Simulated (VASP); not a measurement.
Consider the following.

```yaml
crystal:
  lattice:
    - [0.00000, 2.16342, 2.16342]
    - [2.16342, 0.00000, 2.16342]
    - [2.16342, 2.16342, 0.00000]
  atoms:
    - { symbol: Ti, position: [0.50000, 0.50000, 0.50000] }
    - { symbol: C, position: [0.00000, 0.00000, 0.00000] }
```

The numbers are results of SCAN meta-GGA, VASP's PBE PAW potentials (set 64) (plane waves; VASP 6.6.1), not measurements. Numerical set-up: 520 eV cut-off, 16×16×16 Γ-centred mesh, tetrahedra with Blöchl corrections, potentials Ti_sv C.

Predict the energy per atom (σ→0), band gap (over mesh and band path) with the smallest direct gap where there is one.

```yaml
band gap (over mesh and band path): none (metal, semimetal or under 0.01 eV)
energy per atom (σ→0): -1355.9 kJ/mol of atoms
```

Total energies compare only between runs with the same potentials, cut-off and functional.

The structure comes from a measured TiC entry (Fm-3m) of the Crystallography Open Database, whose conditions weren't checked. It was relaxed first.
